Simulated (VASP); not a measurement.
Runs of VASP 6.6.1 on PmS. It takes space group P-6m2 (No. 187, hexagonal). The conventional cell has a = 3.755 Å, b = 3.755 Å, c = 3.665 Å, α = 90.00°, β = 90.00°, γ = 120.00°. Pm (site symmetry -6m2) has 6 S at 2.84 Å as nearest neighbours. S (site symmetry -6m2) is surrounded by 6 Pm at 2.84 Å. The cell comes from a database or a generator and needn't be the stable form of this composition.

```tsv
spin	U	fixed moment (μB)	gap on the mesh (eV)	pressure (GPa)	moment (μB)
collinear, random start	Pm f U = 7 eV	-	none	2.8	4.82
collinear, ferromagnetic start	Pm f U = 7 eV	-	none	2.9	4.82
collinear, ferromagnetic start	Pm f U = 2 eV	-	none	(a)	(b)
collinear, ferromagnetic start	Pm f U = 7 eV	4	-	1.5	4.00
```

Alike in all rows: task single point; level PBEsol+U; potentials or basis VASP PAW PBE potentials, release 64 (Pm, S); cell as given; k mesh 6 × 6 × 5; cutoff (eV) 520; smearing gaussian 0.05 eV.

Question: Fill in the values left out.

Answer: (a) 3.9; (b) 4.89.

Caveats: the magnetic or orbital state may not be the lowest; the PAW data sets were made with another functional, which shifts forces and pressure a little; spin-orbit coupling is left out, which moves the levels of the heavy elements; the total moment is fixed, so each spin has its own Fermi level (some runs).

A k mesh can miss the band edges, and the runs leave out spin-orbit coupling on Pm.

A gap of «none» marks a metal or a gap under the smearing width.
